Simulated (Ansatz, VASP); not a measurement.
# Two plane-wave programs on NbTe

```
CELL_PARAMETERS angstrom
3.62891 0.00000 0.00000
-1.81446 3.14273 0.00000
0.00000 0.00000 3.69421
ATOMIC_POSITIONS crystal
Te 0.66667 0.33333 0.00000
Nb 0.00000 0.00000 0.50000
```

The cell comes from a database or a generator and needn't be the stable form of this composition.

Alike in both runs: functional PBEsol; k mesh 7 × 7 × 6; occupations fermi-dirac, width 0.05 eV; no spin polarisation.

```csv
,VASP,Ansatz
version,VASP 6.6.1,Ansatz 0.2.0
potentials or method,"VASP PAW PBE potentials, release 64 (Te, Nb_sv)",Ansatz PAW
plane-wave cutoff (eV),520,420
valence electrons in the cell,19,29
task,single point,band structure
```

|  | VASP | Ansatz | Ansatz less VASP |
| --- | --- | --- | --- |
| gap on the k mesh at the Fermi level (eV) | none | none | - |
| pressure (GPa) | -0.9 | -0.8 | +0.10 |
| largest component of the traceless stress (GPa) | 0.86 | 0.83 | -0.032 |

A gap of «none» marks a metal or a gap that the smearing closes. The two sets of potentials don't hold the same shells in valence.

Caveats: the PAW data sets were made with another functional, which shifts forces and pressure a little (VASP); spin-orbit coupling is left out, which moves the levels of the heavy elements (Ansatz); the PAW data sets come from PBE, with cores solved anew for the run's functional, which leaves a small shift of forces and pressure (Ansatz). Spin-orbit coupling is left out, which matters for the levels of Te.
